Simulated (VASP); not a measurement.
An input for Quantum ESPRESSO's pw.x (written as the equivalent of a VASP run, and not itself run):

```
&CONTROL
  calculation = 'scf'
  pseudo_dir = './pseudo'
  outdir = './out'
  tprnfor = .true.
  tstress = .true.
/
&SYSTEM
  ibrav = 0
  nat = 8
  ntyp = 2
  ecutwfc = 84
  occupations = 'tetrahedra'
  input_dft = 'pbesol'
/
&ELECTRONS
  conv_thr = 7.3e-09
  electron_maxstep = 100
/
ATOMIC_SPECIES
  Tl 204.380 Tl.upf
  F 18.998 F.upf
CELL_PARAMETERS angstrom
     5.0615496   -0.0000000    0.0000000
     0.0000000    5.4236653    0.0000000
     0.0000000    0.0000000    6.0608682
ATOMIC_POSITIONS crystal
  Tl   0.2500000  0.5110658  0.2583243
  Tl   0.7500000  0.9889342  0.2583243
  Tl   0.2500000  0.0110658  0.7416757
  Tl   0.7500000  0.4889342  0.7416757
  F    0.2500000  0.5631843  0.8581184
  F    0.7500000  0.9368157  0.8581184
  F    0.2500000  0.0631843  0.1418816
  F    0.7500000  0.4368157  0.1418816
K_POINTS automatic
  5 5 4 0 0 0
```

Question: Write the VASP files for the same calculation (PBEsol).

Answer: One answer among several that fit: 
### INCAR
```
LREAL=F   ! projection in real space or not
LWAVE=F
LMAXMIX=4
PREC=Accurate
LASPH=T
EDIFF=1E-7
NEDOS=601
ISIF=2
NELM=100
GGA=PS
ENCUT=520   ! plane-wave cut-off (eV)
LCHARG=T
SYSTEM=TlF
ALGO=Normal   ! blocked Davidson
LEFG=T
ISMEAR=-5   ! tetrahedra, Bloechl
LORBIT=11
```

POSCAR:
```
TlF
12.1217360
  0.4175597940   0.0000000000   0.0000000000
  0.0000000000   0.4474330469   0.0000000000
  0.0000000000   0.0000000000   0.5000000199
Tl F
4 4
Cartesian
  0.1043899485   0.2286677316   0.1291621604
  0.3131698455   0.4424818387   0.1291621604
  0.1043899485   0.0049512081   0.3708378594
  0.3131698455   0.2187653153   0.3708378594
  0.1043899485   0.2519872745   0.4290592196
  0.3131698455   0.4191622958   0.4290592196
  0.1043899485   0.0282707511   0.0709408002
  0.3131698455   0.1954457724   0.0709408002
```

**KPOINTS**
```
Automatic
0
gamma
 5 5 4
```

POTCAR, in this order: Tl_d F (PBE.64 set). Program: vasp_std.

Limits of the translation: the potentials are each code's own (VASP's PAW set, PseudoDojo norm-conserving files in pw.x), so ENCUT and ecutwfc are chosen apart and not converted; conv_thr bounds pw.x's estimated SCF error, while EDIFF bounds the energy change between steps; the field gradients of LEFG aren't asked of the other code.

The compound is TlF in the sg57 structure. It was relaxed first.
